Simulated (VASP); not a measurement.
Output of a VASP run:

**OSZICAR**
```
       N       E                     dE             d eps       ncg     rms          rms(c)
DAV:   1     0.361778565346E+03    0.36178E+03   -0.19776E+04  1136   0.116E+03
DAV:   2    -0.238888187189E+01   -0.36417E+03   -0.35635E+03  1264   0.396E+02
DAV:   3    -0.359619835713E+02   -0.33573E+02   -0.32487E+02  1864   0.771E+01
DAV:   4    -0.383000614707E+02   -0.23381E+01   -0.22580E+01  1588   0.195E+01
DAV:   5    -0.383852693047E+02   -0.85208E-01   -0.83469E-01  1632   0.341E+00    0.215E+01
DAV:   6    -0.371484339464E+02    0.12368E+01   -0.19783E+00  1268   0.960E+00    0.862E+00
DAV:   7    -0.369331546313E+02    0.21528E+00   -0.13327E+00  1496   0.727E+00    0.166E+00
DAV:   8    -0.368887744450E+02    0.44380E-01   -0.26492E-01  1448   0.341E+00    0.121E+00
DAV:   9    -0.368885671196E+02    0.20733E-03   -0.43923E-02  1480   0.165E+00    0.120E-01
DAV:  10    -0.368884324312E+02    0.13469E-03   -0.32180E-03  1580   0.409E-01    0.396E-02
DAV:  11    -0.368883967919E+02    0.35639E-04   -0.19322E-04  1492   0.938E-02    0.225E-02
DAV:  12    -0.368883944543E+02    0.23377E-05   -0.16682E-05  1520   0.266E-02    0.892E-03
DAV:  13    -0.368883935410E+02    0.91331E-06   -0.23392E-06   932   0.132E-02
   1 F= -.36888394E+02 E0= -.36884507E+02  d E =-.777337E-02
```

File OUTCAR:
```
------------------------ aborting loop because EDIFF is reached ----------------------------------------
  FORCE on cell =-STRESS in cart. coord.  units (eV):
  Direction    XX          YY          ZZ          XY          YZ          ZX
  --------------------------------------------------------------------------------------
  Total       -2.5165167     -2.5165180     -1.3819190      0.0000000      0.0000000     -0.0000000
  in kB      -44.7724357    -44.7724599    -24.5863179      0.0000000      0.0000000     -0.0000000
  external PRESSURE =     -38.0437378 kB  Pullay stress =       0.0000000 kB
  volume of cell :       90.05
      direct lattice vectors                 reciprocal lattice vectors
     3.185296000  0.000000000  0.000000000     0.313942566  0.181254776  0.000000000
    -1.592648000  2.758548000  0.000000000     0.000000000  0.362509552  0.000000000
     0.000000000  0.000000000 10.248713000     0.000000000  0.000000000  0.097573227
 POSITION                                       TOTAL-FORCE (eV/Angst)
 -----------------------------------------------------------------------------------
      0.00000      0.00000      0.00000         0.000000      0.000000      0.000000
      0.00000      0.00000      5.12436         0.000000      0.000000      0.000000
     -0.00000      1.83903      2.56218        -0.000000      0.000000      0.000000
      1.59265      0.91952      7.68653         0.000000     -0.000000     -0.000000
 -----------------------------------------------------------------------------------
    total drift:                                0.000000     -0.000000      0.000000
  FREE ENERGIE OF THE ION-ELECTRON SYSTEM (eV)
  ---------------------------------------------------
  free  energy   TOTEN  =       -36.8883935410 eV

  energy  without entropy=      -36.8806201759  energy(sigma->0) =      -36.88450686
```
(Selected blocks of OUTCAR.)

POSCAR:
```
Zr
1
    3.1852960000     0.0000000000     0.0000000000
   -1.5926480000     2.7585480000     0.0000000000
    0.0000000000     0.0000000000    10.2487130000
Zr
4
Direct
  0.0000000000   0.0000000000   0.0000000000
  0.0000000000   0.0000000000   0.5000000000
  0.3333330000   0.6666670000   0.2500000000
  0.6666670000   0.3333330000   0.7500000000
```

### Question
Reconstruct the remaining input files.

### Answer
This is not unique; one that fits is the input of the run itself, LDA (Ceperley-Alder, Perdew-Zunger), plane waves, VASP's LDA PAW potentials (set 64).

### INCAR
```
ALGO = Normal
EDIFF = 1E-6
ENCUT = 300
ISIF = 2
ISMEAR = 0
LASPH = T
LCHARG = F
LMAXMIX = 4
LREAL = F
LWAVE = F
NELM = 100
PREC = Accurate
SIGMA = 0.03
SYSTEM = Zr
```

File KPOINTS:
```
Automatic mesh
0
Gamma
8 8 3
0 0 0
```

POTCAR, in this order: Zr_sv (LDA.64 set). Program: vasp_std.

At this cut-off the stress carries a Pulay error, which pulls relaxed volumes low.

The structure was generated: Zr was put into an ordered model structure, which need not be its known phase. The cell was not relaxed at this level. The run is one of a series of settings (SIGMA = 0.03, KPOINTS 8×8×3 Γ-centred mesh against the base run), some of them coarse on purpose.
